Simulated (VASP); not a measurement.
Method: PBE GGA, VASP's PBE PAW potentials (set 64) (plane waves; VASP).

Gaps are without spin-orbit coupling.

```json
{
  "volume_per_atom": "29.85 Å^3/atom",
  "band gap (over mesh and band path)": "0.68 eV",
  "smallest direct gap (over mesh and band path)": "1.08 eV"
}
```

Question: Which relaxed crystal gives these values?
A) KZnF3, Pm-3m (221)
B) ZrSe2, P-3m1 (164)
C) SiC, P6_3mc (186)
D) SnSe2, P-3m1 (164)

Answer: D, SnSe2, P-3m1 (164)
